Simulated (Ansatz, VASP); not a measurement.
## NiHO2 (NiHO2 monolayer) in two plane-wave programs

Wanted: the spread between two codes on one cell, functional and k mesh. The cell is taken from a series of runs on this material, whose earlier steps may have relaxed, scaled, displaced or heated it; both programs get it as it stands.

Main program and level: Ansatz 0.2.0; plane waves, with VASP 6.6.1 beside it; single point at PBEsol, DFT+U.

### Step 1. Starting point

The cell holds 12 atoms: 3 Ni, 6 O and 3 H. Cell: a = 5.159 Å, b = 8.936 Å, c = 17.990 Å, α = 90.0°, β = 90.0°, γ = 30.0°. It derives from NiHO2. One layer cut from the bulk crystal, unrelaxed. Vacuum lies along c.

Coordinates:

```cif
data_structure
_symmetry_space_group_name_H-M 'P 1'
_symmetry_Int_Tables_number 1
_cell_length_a 5.1590
_cell_length_b 8.9357
_cell_length_c 17.9904
_cell_angle_alpha 90.000
_cell_angle_beta 90.000
_cell_angle_gamma 30.000
_cell_volume 414.67
loop_
_atom_site_label
_atom_site_type_symbol
_atom_site_fract_x
_atom_site_fract_y
_atom_site_fract_z
_atom_site_occupancy
Ni1 Ni 0.66667 0.66667 0.47201 1
Ni2 Ni 0.66667 0.00000 0.47201 1
Ni3 Ni 0.66667 0.33333 0.47201 1
O4 O 0.00000 0.33333 0.41689 1
O5 O 0.00000 0.66667 0.41689 1
O6 O 0.00000 0.00000 0.41689 1
O7 O 0.33333 0.00000 0.52845 1
O8 O 0.33333 0.33333 0.52845 1
O9 O 0.33333 0.66667 0.52845 1
H10 H 0.33333 0.00000 0.58311 1
H11 H 0.33333 0.33333 0.58311 1
H12 H 0.33333 0.66667 0.58311 1
```

### Step 2. Ansatz: single point, PBEsol, DFT+U, pair 1

Ansatz runs on its default PAW (the set named soft_2) files.

A single point gives forces, pressure and levels at one fixed geometry, so differences don't come from the geometry; what else differs is listed under the comparison.

input.yaml reads:

```yaml
crystal:
  lattice:
    - [-5.0e-07, 5.159015761, 0.0]
    - [-4.467839457, 7.738523208, 0.0]
    - [0.0, 0.0, 17.990392]
  atoms:
    - { symbol: Ni, position: [0.666667, 0.666666333, 0.472014], spin: 2.0 }
    - { symbol: Ni, position: [0.666667, 0.999999667, 0.472014], spin: 2.0 }
    - { symbol: Ni, position: [0.666667, 0.333333, 0.472014], spin: -2.0 }
    - { symbol: O, position: [3.33e-07, 0.333333, 0.416889] }
    - { symbol: O, position: [3.33e-07, 0.666666334, 0.416889] }
    - { symbol: O, position: [3.33e-07, 0.999999667, 0.416889] }
    - { symbol: O, position: [0.333333667, 0.999999666, 0.528454] }
    - { symbol: O, position: [0.333333667, 0.333333, 0.528454] }
    - { symbol: O, position: [0.333333667, 0.666666333, 0.528454] }
    - { symbol: H, position: [0.333333667, 0.999999666, 0.583111] }
    - { symbol: H, position: [0.333333667, 0.333333, 0.583111] }
    - { symbol: H, position: [0.333333667, 0.666666333, 0.583111] }
magnetization:
  spin_polarized: true
kpoints:
  mp_grid: { grid: [15, 15, 1] }
hamiltonian:
  xc: pbesol
  hubbard:
    sites:
      - { species: Ni, l: d, u_eff: 3.6 }
      - { site: 0, l: d, u_eff: 3.6, starting_ns: [{ spin: up, occupation_matrix: ni1_major }, { spin: down, occupation_matrix: ni1_minor }] }
      - { site: 1, l: d, u_eff: 3.6, starting_ns: [{ spin: up, occupation_matrix: ni1_major }, { spin: down, occupation_matrix: ni1_minor }] }
      - { site: 2, l: d, u_eff: 3.6, starting_ns: [{ spin: up, occupation_matrix: ni1_minor }, { spin: down, occupation_matrix: ni1_major }] }
    projectors: ortho-atomic
    occupation_matrices:
      ni1_major:
        matrix:
          - [0.995, 0.0, 0.0, 0.0, 0.0]
          - [0.0, 0.922, 0.0, 0.0, 0.052]
          - [0.0, 0.0, 0.922, 0.052, 0.0]
          - [0.0, 0.0, 0.052, 0.949, 0.0]
          - [0.0, 0.052, 0.0, 0.0, 0.949]
      ni1_minor:
        matrix:
          - [0.994, 0.0, 0.0, 0.0, 0.0]
          - [0.0, 0.564, 0.0, 0.0, 0.332]
          - [0.0, 0.0, 0.564, 0.332, 0.0]
          - [0.0, 0.0, 0.332, 0.738, 0.0]
          - [0.0, 0.332, 0.0, 0.0, 0.738]
scf:
  occupations: { method: fermi_dirac, width: 0.05 }
output:
  eigenvalues: true
```

Started as:

```
$ ansatz run input.yaml --threads 4 --pin off --max-ram 8192MiB --backend cpu --events-out ev --progress --plain --runs-dir out
```

Numbers of over 12 decimals in the logs are rounded to 6 here.

The program printed:

```text
Engine: ansatz 0.2.0, aarch64-unknown-linux-gnu
Pseudopotentials: kind: paw
Pseudopotential: Ni, paw, valence charge 18, recommended cutoff 420 eV (normal), Ni.paw.azcp
Pseudopotential: O, paw, valence charge 6, recommended cutoff 420 eV (normal), O.paw.azcp
Pseudopotential: H, paw, valence charge 1, recommended cutoff 420 eV (normal), H.paw.azcp
Functional definition: PBEsol
  exchange = pbesol_x
  correlation = pbesol_c
Crystal: 12 atoms, lattice volume = 414.672 Å³
Basis set: ecut = 420 eV, 8143 PW (Γ)
Bands: 62, of which v1, the nominal top of the filled ones, is band 47 counted from 1 (46 counted from 0)
Symmetry: 6 space group operations
Space group: P31m (ITA 157), of the structure as read, at distance tolerance 7.5e-5 Å
Magnetic group: BNS 157.53 (UNI 1283), of the structure as read, at distance tolerance 7.5e-5 Å
k-points: 27 of 225 (time reversal used)
Non-local potential: Ni, projectors of the file, l = 0: 3, l = 1: 2, l = 2: 3, l = 3: 1
Non-local potential: O, projectors of the file, l = 0: 2, l = 1: 2, l = 2: 1
Non-local potential: H, projectors of the file, l = 0: 2, l = 1: 1
PAW form: soft (Blöchl's): semilocal exchange-correlation on the pseudo side does not see the compensation charge
PAW frozen core: Ni, regenerated for the run's functional, and the local potential with it (the file was generated under x = pbe(κ = 0.804, μ = 0.219515), c = pbe(β = 0.066725))
PAW frozen core: O, regenerated for the run's functional, and the local potential with it (the file was generated under x = pbe(κ = 0.804, μ = 0.219515), c = pbe(β = 0.066725))
PAW one-centre angular grid: Ni, 590 points (default); XC on 64 Gauss nodes
PAW one-centre angular grid: O, 110 points (default); XC on 64 Gauss nodes
PAW one-centre angular grid: H, 110 points (default); XC on 64 Gauss nodes
Initial density: superposition of atomic densities (neutral atoms: chi_scale 0, normalization atom)
Starting moments: Σ|m| = 6 μB on 3 of 12 sites
Initial wavefunctions: pseudopotential atomic-orbital guess
Functional: x = pbesol(κ = 0.804, μ = 0.123457), c = pbesol(β = 0.046)
SCF iter   1: F=—  HF=-20819.301739 eV  |F-HF|=—  |Δ(HF+E_count)|=         —  Δρ=4.65e-2 (↑4.38e-2 ↓4.65e-2)  dr2=2.46e1  dr2_m=2.05e0  M=1.441 μB ∫|m|=4.300 μB  β_m=0.30  ethr=3.10e-3  ⟨swp⟩=7.0  Hψ=14371  notcnv=0  defer=73
preconditioner: auto → none  [metal: Δε(μ)=0.001 eV  Ē_g=13.577 eV  σ=0.050 eV  W_gap=0.00  n_scr=66 (ndim 8)  ℏωp=15.1 eV  f_vac=0.697  D(μ)=14.48/eV (n_scr^D=98)  sad-step TF]
SCF iter   2: F=—  HF=-20816.709299 eV  |F-HF|=—  |Δ(HF+E_count)|=    2.59e0  Δρ=3.33e-2 (↑3.01e-2 ↓3.33e-2)  dr2=8.79e0  dr2_m=1.73e0  M=0.727 μB ∫|m|=3.965 μB  β_m=0.30  ethr=3.10e-3  ⟨swp⟩=3.0  Hψ=6302  notcnv=0  defer=497
SCF iter   3: F=—  HF=-20815.296954 eV  |F-HF|=—  |Δ(HF+E_count)|=    1.41e0  Δρ=4.29e-2 (↑1.91e-2 ↓4.29e-2)  dr2=9.50e0  dr2_m=1.42e0  M=2.796 μB ∫|m|=4.591 μB  β_m=0.30  ethr=3.10e-3  ⟨swp⟩=3.5  Hψ=7513  notcnv=0  defer=454
SCF iter   4: F=—  HF=-20816.178273 eV  |F-HF|=—  |Δ(HF+E_count)|=   8.81e-1  Δρ=5.34e-2 (↑5.34e-2 ↓3.13e-2)  dr2=1.75e1  dr2_m=2.38e0  M=-0.951 μB ∫|m|=4.689 μB  β_m=0.30  ethr=3.10e-3  ⟨swp⟩=2.6  Hψ=6751  notcnv=0  defer=453
SCF iter   5: F=—  HF=-20814.731045 eV  |F-HF|=—  |Δ(HF+E_count)|=    1.45e0  Δρ=1.42e-2 (↑1.42e-2 ↓1.31e-2)  dr2=1.38e0  dr2_m=2.73e-1  M=0.237 μB ∫|m|=4.336 μB  β_m=0.30  ethr=3.10e-3  ⟨swp⟩=2.3  Hψ=4958  notcnv=0  defer=441
SCF iter   6: F=—  HF=-20814.757129 eV  |F-HF|=—  |Δ(HF+E_count)|=   2.61e-2  Δρ=1.29e-2 (↑9.80e-3 ↓1.29e-2)  dr2=1.58e0  dr2_m=1.65e-1  M=1.486 μB ∫|m|=4.089 μB  β_m=1.00  ethr=1.48e-3  ⟨swp⟩=2.3  Hψ=4815  notcnv=0  defer=430
SCF iter   7: F=—  HF=-20814.721227 eV  |F-HF|=—  |Δ(HF+E_count)|=   3.59e-2  Δρ=1.21e-2 (↑1.03e-2 ↓1.21e-2)  dr2=1.27e0  dr2_m=1.19e-1  M=2.158 μB ∫|m|=4.357 μB  β_m=0.30  ethr=1.48e-3  ⟨swp⟩=2.1  Hψ=3363  notcnv=0  defer=431
SCF iter   8: F=—  HF=-20814.678189 eV  |F-HF|=—  |Δ(HF+E_count)|=   4.30e-2  Δρ=4.29e-3 (↑4.17e-3 ↓4.29e-3)  dr2=1.37e-1  dr2_m=1.82e-2  M=1.860 μB ∫|m|=4.285 μB  β_m=0.30  ethr=1.36e-3  ⟨swp⟩=2.0  Hψ=3987  notcnv=0  defer=426
Mixer restart at iter 8: flushing history
spin-set hold released at iteration 8 (site moments contracting): the magnetisation degrees of freedom join the quasi-Newton model from the next iteration; the mixer history was flushed
SCF iter   9: F=—  HF=-20814.754666 eV  |F-HF|=—  |Δ(HF+E_count)|=   7.65e-2  Δρ=1.23e-2 (↑9.66e-3 ↓1.23e-2)  dr2=1.11e0  dr2_m=1.66e-1  M=0.812 μB ∫|m|=4.199 μB  β_m=0.14  ethr=1.47e-4  ⟨swp⟩=2.4  Hψ=5018  notcnv=0  defer=445  recentre
[...]
SCF iter  21: F=—  HF=-20814.696335 eV  |F-HF|=—  |Δ(HF+E_count)|=   1.79e-4  Δρ=3.06e-4 (↑1.73e-4 ↓3.06e-4)  dr2=3.15e-4  dr2_m=1.53e-4  M=1.982 μB ∫|m|=4.411 μB  β_m=0.74  ethr=4.21e-8  ⟨swp⟩=2.1  Hψ=5429  notcnv=0  defer=447  recentre
SCF iter  22: F=—  HF=-20814.696469 eV  |F-HF|=—  |Δ(HF+E_count)|=   1.34e-4  Δρ=1.96e-4 (↑1.96e-4 ↓1.69e-4)  dr2=2.10e-4  dr2_m=7.57e-5  M=2.050 μB ∫|m|=4.424 μB  β_m=0.35  ethr=4.21e-8  ⟨swp⟩=3.0  Hψ=6483  notcnv=0  defer=447
SCF iter  23: F=—  HF=-20814.696531 eV  |F-HF|=—  |Δ(HF+E_count)|=   6.17e-5  Δρ=1.33e-4 (↑9.71e-5 ↓1.33e-4)  dr2=9.32e-5  dr2_m=2.53e-5  M=2.082 μB ∫|m|=4.424 μB  β_m=0.70  ethr=4.21e-8  ⟨swp⟩=2.7  Hψ=6125  notcnv=0  defer=447
SCF iter  24: F=—  HF=-20814.696559 eV  |F-HF|=—  |Δ(HF+E_count)|=   2.83e-5  Δρ=8.98e-5 (↑4.52e-5 ↓8.98e-5)  dr2=4.53e-5  dr2_m=8.98e-6  M=2.133 μB ∫|m|=4.434 μB  β_m=0.70  ethr=4.21e-8  ⟨swp⟩=2.6  Hψ=6177  notcnv=0  defer=447
SCF iter  25: F=—  HF=-20814.696563 eV  |F-HF|=—  |Δ(HF+E_count)|=   3.68e-6  Δρ=7.15e-5 (↑4.20e-5 ↓7.15e-5)  dr2=2.43e-5  dr2_m=6.26e-6  M=2.122 μB ∫|m|=4.429 μB  β_m=0.67  ethr=4.21e-8  ⟨swp⟩=2.0  Hψ=4645  notcnv=0  defer=447
SCF iter  26: F=—  HF=-20814.696565 eV  |F-HF|=—  |Δ(HF+E_count)|=   2.52e-6  Δρ=2.29e-5 (↑1.89e-5 ↓2.29e-5)  dr2=2.02e-6  dr2_m=1.06e-6  M=2.130 μB ∫|m|=4.428 μB  β_m=0.80  ethr=2.61e-8  ⟨swp⟩=2.3  Hψ=4822  notcnv=0  defer=447
SCF iter  27: F=—  HF=-20814.696566 eV  |F-HF|=—  |Δ(HF+E_count)|=   1.01e-6  Δρ=7.61e-6 (↑6.98e-6 ↓7.61e-6)  dr2=1.98e-7  dr2_m=1.27e-7  M=2.139 μB ∫|m|=4.429 μB  β_m=0.90  ethr=2.18e-9  ⟨swp⟩=2.7  Hψ=5789  notcnv=0  defer=447
SCF iter  28: F=—  HF=-20814.696567 eV  |F-HF|=—  |Δ(HF+E_count)|=   4.44e-7  Δρ=1.03e-5 (↑9.96e-6 ↓1.03e-5)  dr2=1.56e-6  dr2_m=4.44e-8  M=2.139 μB ∫|m|=4.428 μB  β_m=0.90  ethr=1.08e-10  ⟨swp⟩=18.8  Hψ=17859  notcnv=0
SCF iter  29: F=—  HF=-20814.696566 eV  |F-HF|=—  |Δ(HF+E_count)|=   4.35e-8  Δρ=1.61e-5 (↑1.24e-5 ↓1.61e-5)  dr2=2.42e-6  dr2_m=1.22e-7  M=2.139 μB ∫|m|=4.428 μB  β_m=0.65  ethr=2.12e-10  ⟨swp⟩=3.0  Hψ=5860  notcnv=0
SCF iter  30: F=-20814.696566 eV  HF=-20814.696566 eV  |F-HF|=6.73e-8  |Δ(HF+E_count)|=   1.84e-7  Δρ=2.77e-6 (↑2.16e-6 ↓2.77e-6)  dr2=8.07e-8  dr2_m=1.00e-8  M=2.139 μB ∫|m|=4.428 μB  ethr=1.08e-10  ⟨swp⟩=2.3  Hψ=9549  notcnv=0
SCF 1 converged in 30 iterations: F = -20814.696566 eV  dr2 = 8.07e-8
  greatest PAW one-centre occupation: 1.002 electrons in one spin orbital (limit 2), on the Ni atom at site 0 (counted from 0), in its partial waves of l = 1
SCF converged after 30 iterations
Magnetization: 2.1391 μB (47.5695 up, 45.4305 down)
Absolute magnetization: 4.4482 μB (∫|ρ↑−ρ↓|, with the PAW one-centre terms)
Spin contamination: 1.0909 ħ² per cell (⟨S²⟩ above its minimum at these occupations)
Per-site moments (μB) at R_I (Å): [(1.274086, 0.818870), (1.274086, 0.818870), (-0.923809, 0.818870), (0.102606, 0.818870), (0.102606, 0.818870), (0.102606, 0.818870), (0.013375, 0.405612), (0.013375, 0.405612), (0.013375, 0.405612), (0.00210761, 0.405612), (0.00210761, 0.405612), (0.00210761, 0.405612)]
Free energy (F): -20814.696566 eV
Harris-Foulkes:  -20814.696566 eV  (|F-HF|=6.73e-8)
Internal energy: -20814.617194 eV  (E = F + TS)
E sigma→0 (E₀):  -20814.656880 eV
Entropy (-TS):   -0.079372 eV (-6.614 meV/atom)
Fermi energy:    -1.850188 eV
--- Per-component energies (eV) ---
  E_band       = -2380.297693
  E_kinetic    = 1904.149356
  E_local      = -86791.799742  (includes V_loc(G=0)·N_el)
  E_nonlocal   = 2207.274237
  E_hartree    = 41505.051646
  E_xc         = -704.537579
  E_vxc        = -906.668476  (∫ρ·V_xc dr)
  E_hubbard    = 3.854677  (on-site DFT+U / exact-exchange correction)
  E_vhub       = -37.321665  (the Hubbard potential's part of the band-sum identity)
  E_paw        = -5690.281073  (= ΣΔE_a)
  E_vpaw       = -1766.089950  (= ΣTr[D̂ρ^β])
  E_aug_tail   = 0.012632  (compensation charges beyond the density's cutoff)
  E_ewald      = 26750.855058
  E_core_change = 0.803594  (= ΣΔE_core)
  E_smearing   = -0.079372  (= −TS)
  E_closure    = 0.000000  (closes the sum)
  Σ components = -20814.696566   (vs F -20814.696566, Δ=0.00e0)
--- Specified on-site occupations, and those of the state reported ---
  electrons in the specified blocks: 25.0050 specified, 25.0172 found
  site 2 (l=d) ↑: largest change of an orbital's occupation 0.0680; electrons 3.5980 specified, 3.7094 found; spectral distance 0.0862
  site 2 (l=d) ↓: largest change of an orbital's occupation 0.0628; electrons 4.7370 specified, 4.6298 found; spectral distance 0.0876
  site 1 (l=d) ↑: largest change of an orbital's occupation 0.0299; electrons 4.7370 specified, 4.7950 found; spectral distance 0.0356
  site 0 (l=d) ↑: largest change of an orbital's occupation 0.0299; electrons 4.7370 specified, 4.7950 found; spectral distance 0.0356
  site 0 (l=d) ↓: largest change of an orbital's occupation 0.0167; electrons 3.5980 specified, 3.5440 found; spectral distance 0.0269
  site 1 (l=d) ↓: largest change of an orbital's occupation 0.0167; electrons 3.5980 specified, 3.5440 found; spectral distance 0.0269
--- Band table (eV; the first three rows and the last of 54) ---
  k-point 0 ↑: bands = [... 43 lower, -3.7307, -3.1740, -2.1401, -2.1401, -1.5877, -1.5877, -0.4449, -0.2142, ... 11 higher]
  k-point 1 ↑: bands = [... 43 lower, -3.7031, -3.1479, -2.1373, -2.1299, -1.6060, -1.5934, -0.4216, -0.2203, ... 11 higher]
  k-point 2 ↑: bands = [... 43 lower, -3.6357, -3.0933, -2.1296, -2.1006, -1.6614, -1.6105, -0.3877, -0.2372, ... 11 higher]
  k-point 26 ↓: bands = [... 43 lower, -3.0322, -2.8844, -1.7891, -1.7891, 0.0874, 0.4596, 0.4596, 0.7168, ... 11 higher]
Occupation matrices written to <dir>
```

Reading the cycles: dr2 is the Hartree energy of the density residual (eV), the measure of convergence; HF is the Harris–Foulkes estimate of the energy, which meets the free energy F at convergence.

(Continued in part 2 of 3.)

[Lines on the potential files, build, host, timing and source positions are cut from VASP's logs without a mark.]

[Logs are printed without paths, hosts, clocks, repeated set-up lines and the standing remarks that a program may print on its own settings, such as how far it seeks lower states.]

[Hosts, paths, dates, database ids (printed as entryN), source tags and the programs' standing remarks are cut or masked in the printed files.]
